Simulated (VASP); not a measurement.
## Lattice of Tl across functionals and dispersion corrections

Which functional gives the lattice of Tl as experiment finds it, and is a dearer one worth its cost? The levels: PBE, LDA, r2SCAN and PBE + D3(BJ). LASPH is on for some levels and off for others; the table marks which. The start is a cell from a database of measured crystal structures.

Program: VASP 6.6.1. Level of theory: PBE; plane waves and PAW (Tl_d), in the first sound run; inputs show where later runs differ. Results are calculated unless marked as measured.

## (1) Starting point

Before any relaxation, the start is as follows. It takes space group P6_3/mmc (No. 194, hexagonal). Conventional cell: a = 3.463 Å, b = 3.463 Å, c = 5.539 Å, α = 90.00°, β = 90.00°, γ = 120.00°. Nearest to Tl lie 12 Tl at 3.42 to 3.46 Å.

Structure file:

```xyz
2
Lattice="3.4630 0.0000 0.0000 -1.7315 2.9990 0.0000 0.0000 0.0000 5.5390" Properties=species:S:1:pos:R:3 pbc="T T T"
Tl    0.0000    1.9994    1.3847
Tl    1.7315    0.9997    4.1542
```

## (2) Relaxation with PBE

Properties are meant for the cell that this level of theory prefers, so cell and atoms are relaxed first (ISIF = 3) until forces and stress are small; EDIFFG sets the threshold. PBE, the usual starting point, adds the gradient of the density.

Input file INCAR:

```
SYSTEM = Tl
PREC = Accurate
ENCUT = 520
EDIFF = 1E-06
NELM = 100
ISMEAR = -1
SIGMA = 0.05
LREAL = .FALSE.
ALGO = Normal
GGA = PE
NBANDS = 19
LORBIT = 11
LWAVE = .FALSE.
LCHARG = .FALSE.
KPAR = 2
IBRION = 2
NSW = 60
ISIF = 3
EDIFFG = -0.01
```

Input file POSCAR:

```
Tl
1.0
    3.4630000000      0.0000000000      0.0000000000
   -1.7315000000      2.9990459733      0.0000000000
    0.0000000000      0.0000000000      5.5390000000
Tl
2
Direct
    0.3333333333      0.6666666667      0.2500000000
    0.6666666667      0.3333333333      0.7500000000
```

Input file KPOINTS:

```
Automatic mesh
0
Gamma
7 7 4
0 0 0
```

PAW data sets: Tl_d (PBE family, release 64).

On the command line:

```console
> mpirun -np 2 vasp_std
```

What it wrote:

```text
[banner, memory and clock lines left out]
running    2 mpi-ranks, on    1 nodes
 distrk:  each k-point on    1 cores,    2 groups
 distr:  one band on    1 cores,    1 groups

 POSCAR found type information on POSCAR Tl
 POSCAR found :  1 types and       2 ions
 LDA part: xc-table for (Slater+PW92), standard interpolation
 POSCAR, INCAR and KPOINTS ok, starting setup
 FFT: planning ... GRIDC
 FFT: planning ... GRID_SOFT
 FFT: planning ... GRID
 WAVECAR not read
 entering main loop
       N       E                     dE             d eps       ncg     rms          rms(c)
DAV:   1     0.129256242082E+03    0.12926E+03   -0.14176E+04   912   0.129E+03
DAV:   2    -0.187839416526E+01   -0.13113E+03   -0.12892E+03   983   0.281E+02
DAV:   3    -0.438222619558E+01   -0.25038E+01   -0.24933E+01  1070   0.340E+01
DAV:   4    -0.439731531702E+01   -0.15089E-01   -0.15088E-01   993   0.285E+00
DAV:   5    -0.439752192783E+01   -0.20661E-03   -0.20661E-03   998   0.329E-01    0.312E+00
DAV:   6    -0.435259433205E+01    0.44928E-01   -0.79898E-02   960   0.225E+00    0.218E+00
DAV:   7    -0.434481096099E+01    0.77834E-02   -0.37409E-02   960   0.154E+00    0.698E-01
DAV:   8    -0.434414127367E+01    0.66969E-03   -0.33728E-03   942   0.442E-01    0.379E-02
DAV:   9    -0.434414768057E+01   -0.64069E-05   -0.21616E-05  1003   0.402E-02    0.129E-02
DAV:  10    -0.434415327384E+01   -0.55933E-05   -0.56670E-06   976   0.199E-02    0.169E-03
DAV:  11    -0.434415353469E+01   -0.26085E-06   -0.42117E-07   486   0.486E-03
   1 F= -.43441535E+01 E0= -.43366140E+01  d E =-.434415E+01
 curvature:   0.00 expect dE= 0.000E+00 dE for cont linesearch  0.000E+00
 trial: gam= 0.00000 g(F)=  0.294E-46 g(S)=  0.843E-01 ort = 0.000E+00 (trialstep = 0.100E+01)
 search vector abs. value=  0.843E-01
 bond charge predicted
       N       E                     dE             d eps       ncg     rms          rms(c)
DAV:   1    -0.606441513869E+01   -0.17203E+01   -0.31361E+01   927   0.477E+01    0.805E+00
DAV:   2    -0.462426308069E+01    0.14402E+01   -0.26344E+00   933   0.124E+01    0.255E+00
DAV:   3    -0.440381397616E+01    0.22045E+00   -0.61981E-01   933   0.620E+00    0.213E+00
DAV:   4    -0.439115663988E+01    0.12657E-01   -0.18815E-02   938   0.907E-01    0.331E-01
DAV:   5    -0.438981307869E+01    0.13436E-02   -0.54677E-03   981   0.592E-01    0.431E-02
DAV:   6    -0.438981177697E+01    0.13017E-05   -0.13266E-04   951   0.846E-02    0.268E-02
DAV:   7    -0.438981212634E+01   -0.34937E-06   -0.80168E-06   965   0.224E-02
   2 F= -.43898121E+01 E0= -.43824368E+01  d E =-.456586E-01
[...]
3 F= -.43908030E+01 E0= -.43833484E+01  d E =-.466495E-01
[...]
4 F= -.43908125E+01 E0= -.43833443E+01  d E =-.466590E-01
[...]
5 F= -.43912163E+01 E0= -.43839652E+01  d E =-.403735E-03
[...]
6 F= -.43914079E+01 E0= -.43843057E+01  d E =-.595387E-03
 curvature:  -0.90 expect dE=-0.833E-04 dE for cont linesearch -0.827E-04
 ZBRENT: increasing intervall
 opt :   3.0930  next Energy=    -4.391592 (dE=-0.779E-03)
 bond charge predicted
       N       E                     dE             d eps       ncg     rms          rms(c)
DAV:   1    -0.439597772812E+01   -0.45694E-02   -0.17863E-01   965   0.298E+00    0.294E-01
DAV:   2    -0.439303279240E+01    0.29449E-02   -0.22284E-03   933   0.442E-01    0.170E-01
DAV:   3    -0.439159710327E+01    0.14357E-02   -0.22690E-03   963   0.428E-01    0.434E-02
DAV:   4    -0.439160096255E+01   -0.38593E-05   -0.18360E-04   957   0.103E-01    0.987E-03
DAV:   5    -0.439159969007E+01    0.12725E-05   -0.84231E-06   960   0.260E-02    0.542E-03
DAV:   6    -0.439159945831E+01    0.23176E-06   -0.92767E-07   488   0.891E-03
   7 F= -.43915995E+01 E0= -.43848014E+01  d E =-.786931E-03
 curvature:  -1.99 expect dE=-0.616E-05 dE for cont linesearch -0.570E-05
 trial: gam=-0.07487 g(F)=  0.877E-47 g(S)=  0.310E-05 ort = 0.362E-04 (trialstep = 0.145E+01)
 search vector abs. value=  0.241E-06
 reached required accuracy - stopping structural energy minimisation
```

It took 46 s on 2 MPI ranks of AMD EPYC 7R43, shared host; peak memory 0.32 GiB; 88 s of CPU time.

The logs omit lines about the potential files and the build; timing stands in the text.

OUTCAR, selected parts (step 2):

```text
ion  position               nearest neighbor table
   1  0.333  0.667  0.250-   2 3.42   2 3.42   2 3.42   2 3.42   2 3.42   2 3.42
   2  0.667  0.333  0.750-   1 3.42   1 3.42   1 3.42   1 3.42   1 3.42   1 3.42

  LATTYP: Found a hexagonal cell.
 ALAT       =     3.4630000000
 C/A-ratio  =     1.5994802195

 Subroutine GETGRP returns: Found 24 space group operations
 (whereof 12 operations were pure point group operations)

The static configuration has the point symmetry D_3d.
 The point group associated with its full space group is D_6h.

 Found     24 irreducible k-points:

   k-points           NKPTS =     24   k-points in BZ     NKDIM =     24   number of bands    NBANDS=     19

   dimension x,y,z NGX =    28 NGY =   28 NGZ =   42
   dimension x,y,z NGXF=    56 NGYF=   56 NGZF=   84

   ENCUT  =  520.0 eV  38.22 Ry    6.18 a.u.   6.44  6.44 10.30*2*pi/ulx,y,z

   NELECT =      26.0000    total number of electrons

 k-points in reciprocal lattice and weights: Automatic mesh
   0.00000000  0.00000000  0.00000000       0.005
   0.14285714  0.00000000  0.00000000       0.031
   0.28571429 -0.00000000  0.00000000       0.031
   0.42857143  0.00000000  0.00000000       0.031
   0.14285714  0.14285714  0.00000000       0.031
   0.28571429  0.14285714  0.00000000       0.061
   0.42857143  0.14285714  0.00000000       0.031
   0.28571429  0.28571429  0.00000000       0.031
   0.00000000  0.00000000  0.25000000       0.010
[...]
0.42857143  0.14285714  0.50000000       0.031
   0.28571429  0.28571429  0.50000000       0.031

 average (electrostatic) potential at core
       1 -83.9447       2 -83.9447

 E-fermi :   5.6639

 k-point     1 :       0.0000    0.0000    0.0000
  band No.  band energies     occupation
    ...
      9      -5.4782      2.00000
     10      -5.4782      2.00000
     11      -3.8011      2.00000
     12       0.2581      2.00000
     13       3.0808      2.00000
     14      13.3017      0.00000
     15      13.3017      0.00000
     16      15.1215      0.00000
     17      15.1215      0.00000
     18      15.1651      0.00000
    ...

 k-point     2 :       0.1429    0.0000    0.0000
  band No.  band energies     occupation
    ...
      9      -5.5366      2.00000
     10      -5.4689      2.00000
     11      -3.4396      2.00000
     12       0.5059      2.00000
     13       3.5258      2.00000
     14      10.2986      0.00000
     15      12.0663      0.00000
     16      13.0335      0.00000
     17      14.8076      0.00000
     18      15.3209      0.00000
    ...

 k-point     3 :       0.2857   -0.0000    0.0000
  band No.  band energies     occupation
    ...
      9      -5.5561      2.00000
     10      -5.4552      2.00000
     11      -2.3368      2.00000
     12       1.2230      2.00000
     13       4.7607      2.00000
     14       6.6205      0.00000
     15       9.7130      0.00000
     16      10.5419      0.00000
     17      12.3703      0.00000
     18      14.1343      0.00000
    ...

  Total       -0.0068171     -0.0068171      0.0059483      0.0000000     -0.0000000      0.0000000
  in kB       -0.1739772     -0.1739772      0.1518041      0.0000000     -0.0000000      0.0000000
  external PRESSURE =      -0.0653835 kB  Pullay stress =       0.0000000 kB

  energy-cutoff  :      520.00
  volume of cell :       62.78
      direct lattice vectors                 reciprocal lattice vectors
     3.535709377  0.000000000  0.000000000     0.282828676  0.163291212 -0.000000000
    -1.767854688  3.062014141  0.000000000     0.000000000  0.326582424 -0.000000000
    -0.000000000  0.000000000  5.798780914     0.000000000 -0.000000000  0.172450040

 POSITION                                       TOTAL-FORCE (eV/Angst)
 -----------------------------------------------------------------------------------
     -0.00000      2.04134      1.44970         0.000000     -0.000000     -0.000000
      1.76785      1.02067      4.34909        -0.000000      0.000000      0.000000
 -----------------------------------------------------------------------------------
    total drift:                               -0.000000      0.000000      0.000000

  FREE ENERGIE OF THE ION-ELECTRON SYSTEM (eV)
  ---------------------------------------------------
  free  energy   TOTEN  =        -4.3915994583 eV

  energy  without entropy=       -4.3780033784  energy(sigma->0) =       -4.38480142

 reached required accuracy - stopping structural energy minimisation

 total charge
# of ion       s       p       d       tot
------------------------------------------
    1        1.187   0.356   9.638  11.182
    2        1.187   0.356   9.638  11.182
--------------------------------------------------
tot          2.374   0.713  19.276  22.363

[... 3 further parts left out ...]
```

CONTCAR:

```
Tl
   1.00000000000000
     3.5357093767379606    0.0000000000000000    0.0000000000000000
    -1.7678546883689803    3.0620141406480648    0.0000000000000000
    -0.0000000000000000    0.0000000000000000    5.7987809141706839
  Tl
     2
Direct
     0.3333333332999970    0.6666666667000030    0.2500000000000000
     0.6666666667000030    0.3333333332999970    0.7500000000000000
```

The k-mesh is coarse for a metal. After so large a change of volume the plane waves of the start cell no longer fit, so the final stress carries a basis-set error. The run keeps the 24 symmetry operations of its start, so it cannot find a distortion of lower symmetry.

Relaxation path:

```tsv
step	energy less that of the first step (eV)	largest force (eV/Å)	pressure (GPa)	volume (Å³)
1	0.0000	0.0000	2.95	57.53
2	-0.0457	0.0000	0.30	62.04
3	-0.0466	0.0000	0.00	62.81
4	-0.0467	0.0000	-0.06	62.92
5	-0.0471	0.0000	-0.02	62.88
6	-0.0473	0.0000	-0.02	62.84
7	-0.0474	0.0000	-0.01	62.78
```

```tsv
conventional cell, symmetrised	before	after	change
a (Å)	3.463	3.536	+2.1 %
b (Å)	3.463	3.536	+2.1 %
c (Å)	5.539	5.799	+4.7 %
volume (Å³/atom)	28.76	31.39	+9.1 %
```

The relaxed structure:

```xyz
2
Lattice="3.5357 0.0000 0.0000 -1.7679 3.0620 0.0000 0.0000 0.0000 5.7988" Properties=species:S:1:pos:R:3 pbc="T T T"
Tl    0.0000    2.0413    1.4497
Tl    1.7679    1.0207    4.3491
```

Numbers from this step:

| Quantity | Value |
| --- | --- |
| electrons | 26 |
| bands | 19 |
| irreducible k-points | 24 |
| symmetry operations | 24 |
| free energy (TOTEN) | -4.392 eV |
| energy at zero smearing | -4.385 eV |
| Fermi energy | 5.664 eV |
| pressure | -0.006538 GPa |
| metallic | yes |
| SCF cycles over all ionic steps | 46 |

It ends with forces that vanish by symmetry and a pressure of -0.01 GPa. The volume lies +9.1 % from that of the database's start. The conventional cell has a = 3.536 and c = 5.799 Å.

(Continued in part 2 of 2.)

[Lines on the potential files, build, host, timing and source positions are cut from VASP's logs without a mark.]

[Logs are printed without paths, hosts, clocks, repeated set-up lines and the standing remarks that a program may print on its own settings, such as how far it seeks lower states.]

[Hosts, paths, dates, database ids (printed as entryN), source tags and the programs' standing remarks are cut or masked in the printed files.]

[A measured line is paired with the nearest computed mode of its activity, which favours agreement.]
